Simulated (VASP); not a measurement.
Consider the following.

```
BaHfO3
1.0
    4.14037     0.00000     0.00000
    0.00000     4.14037     0.00000
    0.00000     0.00000     4.14037
Ba Hf O
1 1 3
Cartesian
  0.00000   0.00000   0.00000
  2.07018   2.07018   2.07018
  2.07018   0.00000   2.07018
  0.00000   2.07018   2.07018
  2.07018   2.07018   0.00000
```

The numbers are results of PBE GGA with D4 dispersion, VASP's PBE PAW potentials (set 64) (plane waves; VASP), not measurements. Numerical set-up: 520 eV cut-off, 5×5×5 Γ-centred mesh, Gaussian smearing of 0.050 eV, potentials Ba_sv Hf_pv O.

**Question.** Give the stress tensor in GPa (positive for a compressed cell).

**Answer.** 
```
5.27  0.00  0.00
0.00  5.27  0.00
0.00  0.00  5.27
```
The pressure is its mean diagonal, 5.27 GPa.

The compound is BaHfO3 in the cubic perovskite structure. This cell is one point of a volume scan, at 0.97 of the reference volume.
